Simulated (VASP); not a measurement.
# CsCaH3 (Pm-3m) in VASP: further runs, part 2 of 2

VASP 6.6.1. The steps go on from the part before.

## Step 4: Single point, LDA

INCAR

```
PREC     = Accurate       # precision mode
ENCUT    = 520            # plane-wave cutoff, eV
EDIFF    = 1E-7           # SCF threshold, eV
ISMEAR   = 0              # smearing method
SIGMA    = 0.01           # smearing width, eV
LREAL    = F              # projectors in reciprocal space
LASPH    = T              # aspherical terms in the spheres
NELM     = 100            # most SCF steps
ALGO     = Fast           # electronic algorithm
ISIF     = 2              # what is computed and relaxed
LWAVE    = F              # write WAVECAR
LCHARG   = F              # write CHGCAR
GGA      = CA             # functional
NBANDS   = 19             # bands
```

KPOINTS

```
regular mesh
0
Gamma
  2 2 2
```

POSCAR

```
CsCaH3
1.0
    4.6211860000      0.0000000000      0.0000000000
    0.0000000000      4.6211860000      0.0000000000
    0.0000000000      0.0000000000      4.6211860000
Cs Ca H
1 1 3
Direct
    0.0000000000      0.0000000000      0.0000000000
    0.5000000000      0.5000000000      0.5000000000
    0.5000000000      0.0000000000      0.5000000000
    0.0000000000      0.5000000000      0.5000000000
    0.5000000000      0.5000000000      0.0000000000
```

Potentials or basis: VASP PAW LDA potentials, release 64 (Cs_sv, Ca_sv, H).

Started as:

```sh
$ cat potpaw_LDA.64/Cs_sv/POTCAR potpaw_LDA.64/Ca_sv/POTCAR potpaw_LDA.64/H/POTCAR > POTCAR
$ mpirun -np 1 vasp_std > vasp.out
```

OUTCAR:

```text
PREC = Accurate
   ENCUT = 520
   EDIFF = 1E-7
   ISMEAR = 0
   LREAL = F
   LASPH = T
   NELM = 100
   ISIF = 2
   GGA = CA

 ion  position               nearest neighbor table
   1  0.000  0.000  0.000-
   2  0.500  0.500  0.500-
   3  0.500  0.000  0.500-
   4  0.000  0.500  0.500-
   5  0.500  0.500  0.000-

  LATTYP: Found a simple cubic cell.
 ALAT       =     4.6211860000

  Lattice vectors:

 A1 = (   4.6211860000,   0.0000000000,   0.0000000000)
 A2 = (   0.0000000000,   4.6211860000,   0.0000000000)
 A3 = (   0.0000000000,   0.0000000000,   4.6211860000)

Analysis of symmetry for initial positions (statically):
=====================================================================
 Subroutine PRICEL returns:
 Original cell was already a primitive cell.

 Routine SETGRP: Setting up the symmetry group for a
 simple cubic supercell.

 Subroutine GETGRP returns: Found 48 space group operations
 (whereof 48 operations were pure point group operations)
 out of a pool of 48 trial point group operations.

The static configuration has the point symmetry O_h .

Analysis of symmetry for dynamics (positions and initial velocities):
=====================================================================
 Subroutine PRICEL returns:
 Original cell was already a primitive cell.

 Routine SETGRP: Setting up the symmetry group for a
 simple cubic supercell.

 Subroutine GETGRP returns: Found 48 space group operations
 (whereof 48 operations were pure point group operations)
 out of a pool of 48 trial point group operations.

The dynamic configuration has the point symmetry O_h .

 Subroutine INISYM returns: Found 48 space group operations
 (whereof 48 operations are pure point group operations),
 and found     1 'primitive' translations

[... 100 lines left out ...]
  volume/ion in A,a.u.               =      19.74       133.19
  Fermi-wavevector in a.u.,A,eV,Ry     =   0.992649  1.875834 13.406522  0.985352
  Thomas-Fermi vector in A             =   2.124475
   LORBIT       =      0    0 simple, 1 ext, 2 COOP (PROOUT), +10 PAW based schemes
   GGA     = CA    functional components
   LHFCALC =     F    Hartree Fock is set to
   AEXX    =    0.0000 exact exchange contribution
   IVDW    =     0    specifies the selected vdW correction
   LEPSILON=     F    determine dielectric tensor
   LRPA    =     F    only Hartree local field effects (RPA)
 non-spin polarized calculation
 RMM-DIIS sequential band-by-band and
 Gauss-broadening in eV      SIGMA  =   0.01
  energy-cutoff  :      520.00
  volume of cell :       98.69
 maximum number of plane-waves:      2680
 NGX is ok and might be reduce to    36
   NGX = 17   NGY = 17   NGZ = 17

 number of electron      22.0000008 magnetization

 Free energy of the ion-electron system (eV)
  ---------------------------------------------------
  ext. energy  EPLUGINS =         0.00000000
  ---------------------------------------------------
  free energy    TOTEN  =       -15.75668179 eV

  energy without entropy =      -15.75668179  energy(sigma->0) =      -15.75668179

 E-fermi :  -0.3695     XC(G=0):  -8.3885

 val. band max:       -0.5053771730   @ k =   0.5000   0.5000   0.0000
 cond. band min:       2.2646795388   @ k =   0.5000   0.5000   0.0000
 fundamental gap:      2.7700567118
 Fermi energy:        -0.3695271971

 k-point     1 :       0.0000    0.0000    0.0000
  band No.  band energies     occupation
      1     -39.1498      2.00000
      2     -20.6413      2.00000
      3     -20.4536      2.00000
      4     -20.4536      2.00000
      5     -20.4536      2.00000
      6      -7.3709      2.00000
[... 65 lines left out ...]
      6      -7.6728      2.00000
[... 11 lines left out ...]
     18       8.1154      0.00000
     19       8.1155      0.00000

------------------------ aborting loop because EDIFF is reached ----------------------------------------

  FORCE on cell =-STRESS in cart. coord.  units (eV):
  Direction    XX          YY          ZZ          XY          YZ          ZX
  --------------------------------------------------------------------------------------
  -------------------------------------------------------------------------------------
  Total       -0.9713182     -0.9713182     -0.9713182     -0.0000000      0.0000000     -0.0000000
  in kB      -15.7692756    -15.7692756    -15.7692756     -0.0000000      0.0000000     -0.0000000
  external PRESSURE =     -15.7692756 kB  Pullay stress =       0.0000000 kB

 VOLUME and BASIS-vectors are now :
 -----------------------------------------------------------------------------
  energy-cutoff  :      520.00
  volume of cell :       98.69
      direct lattice vectors                 reciprocal lattice vectors
     4.621186000  0.000000000  0.000000000     0.216394666  0.000000000  0.000000000
     0.000000000  4.621186000  0.000000000     0.000000000  0.216394666  0.000000000
     0.000000000  0.000000000  4.621186000     0.000000000  0.000000000  0.216394666

 POSITION                                       TOTAL-FORCE (eV/Angst)
 -----------------------------------------------------------------------------------
      0.00000      0.00000      0.00000         0.000000      0.000000      0.000000
      2.31059      2.31059      2.31059         0.000000      0.000000      0.000000
      2.31059      0.00000      2.31059         0.000000      0.000000      0.000000
      0.00000      2.31059      2.31059         0.000000      0.000000      0.000000
      2.31059      2.31059      0.00000         0.000000      0.000000      0.000000
 -----------------------------------------------------------------------------------
    total drift:                                0.000000      0.000000      0.000000

  FREE ENERGIE OF THE ION-ELECTRON SYSTEM (eV)
  ---------------------------------------------------
  free  energy   TOTEN  =       -15.7566817937 eV

  energy  without entropy=      -15.7566817937  energy(sigma->0) =      -15.75668179
```

stdout:

```text
POSCAR found type information on POSCAR CsCaH
 POSCAR found :  3 types and       5 ions
 scaLAPACK will be used
 LDA part: xc-table for (Slater(with rela. corr.)+CA(PZ))
 , standard interpolation
 POSCAR, INCAR and KPOINTS ok, starting setup
 FFT: planning ... GRIDC
 FFT: planning ... GRID_SOFT
 FFT: planning ... GRID
 WAVECAR not read
 entering main loop
 num prob RMM:  19    -0.157566820118E+02    0.42963E-06   -0.14811E-06   184   0.705E-03    0.788E-03
```

Wall time 11 s (1 thread of Intel Xeon Platinum 8375C at 2.90GHz (Ice Lake), shared host); peak memory 0.17 GiB.

Results:

* Free energy: -15.7567 eV
* Pressure: -1.6 GPa
* Band gap on the k mesh: 2.77 eV, direct

Caveat: the k mesh is coarse (spacing up to 0.68 Å⁻¹), so the values aren't converged; spin-orbit coupling is left out, which moves the levels of the heavy elements.

## Step 5: Single point, LDA

INCAR

```
SYSTEM = CsCaH3
  ALGO = Normal
  EDIFF = 1E-6
  ENCUT = 520
  GGA = CA
  ISIF = 2
  ISMEAR = 0
  LASPH = .TRUE.
  LCHARG = .FALSE.
  LREAL = .FALSE.
  LWAVE = .FALSE.
  NBANDS = 19
  NELM = 80
  PREC = Accurate
  SIGMA = 0.01
```

KPOINTS

```
k-points
0
G
  5 5 5
  0 0 0
```

POSCAR is that of step 4.

Started as:

```sh
$ cat potpaw_LDA.64/Cs_sv/POTCAR potpaw_LDA.64/Ca_sv/POTCAR potpaw_LDA.64/H/POTCAR > POTCAR
$ mpirun -np 1 vasp_std > vasp.out
```

Wall time 14 s (1 thread of Intel Xeon Platinum 8375C at 2.90GHz (Ice Lake), shared host); peak memory 0.18 GiB.

The run converged. Its results:

- Free energy: -15.8880 eV
- Pressure: -2.3 GPa
- Band gap on the k mesh: 3.16 eV, direct

Levels at points of the mesh, in eV from the valence-band top:
```tsv
k point	band 9	band 10	band 11	band 12	band 13	band 14
(0.00, 0.00, 0.00)	-2.75	-0.62	-0.62	5.42	5.42	5.42
```

Caveat: spin-orbit coupling is left out, which moves the levels of the heavy elements; an odd mesh through Γ misses points on the zone boundary, where band edges often lie.

## Step 6: The runs side by side

| k mesh | mesh quality | gap on the mesh (eV) | pressure (GPa) |
| --- | --- | --- | --- |
| 4 × 4 × 4 | not flagged | 2.79 | -2.3 |
| 6 × 6 × 6 | not flagged | 2.79 | -2.3 |
| 2 × 2 × 2 | coarse | 2.77 | -1.6 |
| 5 × 5 × 5 | not flagged | 3.16 | -2.3 |

Alike in all rows: task single point; level LDA; potentials or basis VASP PAW LDA potentials, release 64 (Cs_sv, Ca_sv, H); no spin polarisation; cell as given; cutoff (eV) 520; smearing gaussian 0.01 eV.

Caveats: some runs use coarse meshes; spin-orbit coupling is left out, which moves the levels of the heavy elements; an odd mesh through Γ misses points on the zone boundary, where band edges often lie (some runs).

Absolute energies hang on the potentials; compare differences alone.
